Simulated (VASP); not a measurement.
Level of theory: PBEsol GGA, VASP's PBE PAW potentials (set 64) (plane waves; VASP).

Input for VASP

### POSCAR
```
Tl
1
    1.7555474040    -3.0406974061    -0.0000000000
    1.7555474040     3.0406974061     0.0000000000
    0.0000000000     0.0000000000     5.3697410159
Tl
2
Direct
  0.3333330000   0.6666670000   0.2500000000
  0.6666670000   0.3333330000   0.7500000000
```

### INCAR
```
! general
SYSTEM   =  Tl
PREC     =  Accurate
ENCUT    =  500
LREAL    =  .False.
LASPH    =  .True.   ! aspherical one-centre terms

! electronic loop
EDIFF    =  1E-6   ! SCF stop (eV)
NELM     =  100   ! most electronic steps
ALGO     =  Normal   ! blocked Davidson
LMAXMIX  =  4   ! l cut-off of mixed one-centre charges

! smearing
ISMEAR   =  1
SIGMA    =  0.1   ! width (eV)

! functional
GGA      =  PS   ! PBEsol

! ions
IBRION   =  2   ! conjugate gradients
NSW      =  40   ! most ionic steps
ISIF     =  3
EDIFFG   =  -0.02   ! ionic stop

! output
LWAVE    =  .False.
LCHARG   =  .False.
```

KPOINTS:
```
Automatic mesh
0
Gamma
12 12 7
0 0 0
```

POTCAR, in this order: Tl_d (PBE.64 set). Program: vasp_std.

Output

File OSZICAR:
```
       N       E                     dE             d eps       ncg     rms          rms(c)
DAV:   1     0.123175525906E+03    0.12318E+03   -0.14199E+04  2600   0.140E+03
DAV:   2    -0.322020848572E+01   -0.12640E+03   -0.12495E+03  2712   0.290E+02
DAV:   3    -0.532536402405E+01   -0.21052E+01   -0.20938E+01  3118   0.330E+01
DAV:   4    -0.533886494052E+01   -0.13501E-01   -0.13497E-01  2848   0.256E+00
DAV:   5    -0.533901414169E+01   -0.14920E-03   -0.14920E-03  3040   0.290E-01    0.303E+00
DAV:   6    -0.527575064864E+01    0.63263E-01   -0.12407E-01  2739   0.301E+00    0.213E+00
DAV:   7    -0.526476680806E+01    0.10984E-01   -0.45821E-02  2752   0.181E+00    0.843E-01
DAV:   8    -0.526392797589E+01    0.83883E-03   -0.25839E-03  2713   0.436E-01    0.483E-02
DAV:   9    -0.526392924075E+01   -0.12649E-05   -0.14542E-05  3090   0.367E-02    0.102E-02
DAV:  10    -0.526393165415E+01   -0.24134E-05   -0.25964E-06  2147   0.163E-02    0.999E-04
DAV:  11    -0.526393171847E+01   -0.64327E-07   -0.26733E-07  1438   0.480E-03
   1 F= -.52639317E+01 E0= -.52639393E+01  d E =-.526393E+01
```

**OUTCAR**
```
------------------------ aborting loop because EDIFF is reached ----------------------------------------
  FORCE on cell =-STRESS in cart. coord.  units (eV):
  Direction    XX          YY          ZZ          XY          YZ          ZX
  --------------------------------------------------------------------------------------
  Total       -0.0040853     -0.0040853     -0.0021461      0.0000000      0.0000000      0.0000000
  in kB       -0.1141747     -0.1141747     -0.0599782      0.0000000      0.0000000      0.0000000
  external PRESSURE =      -0.0961092 kB  Pullay stress =       0.0000000 kB
  volume of cell :       57.33
      direct lattice vectors                 reciprocal lattice vectors
     1.755547404 -3.040697406  0.000000000     0.284811449 -0.164435961  0.000000000
     1.755547404  3.040697406  0.000000000     0.284811449  0.164435961  0.000000000
     0.000000000  0.000000000  5.369741016     0.000000000  0.000000000  0.186228721
 POSITION                                       TOTAL-FORCE (eV/Angst)
 -----------------------------------------------------------------------------------
      1.75555      1.01357      1.34244         0.000000     -0.000000      0.000000
      1.75555     -1.01357      4.02731        -0.000000      0.000000      0.000000
 -----------------------------------------------------------------------------------
    total drift:                               -0.000015      0.000455      0.000011
  FREE ENERGIE OF THE ION-ELECTRON SYSTEM (eV)
  ---------------------------------------------------
  free  energy   TOTEN  =        -5.2639317185 eV

  energy  without entropy=       -5.2639543397  energy(sigma->0) =       -5.26393926

 reached required accuracy - stopping structural energy minimisation
```
(Selected blocks of OUTCAR.)

The compound is Tl in the hcp structure. It was relaxed first.
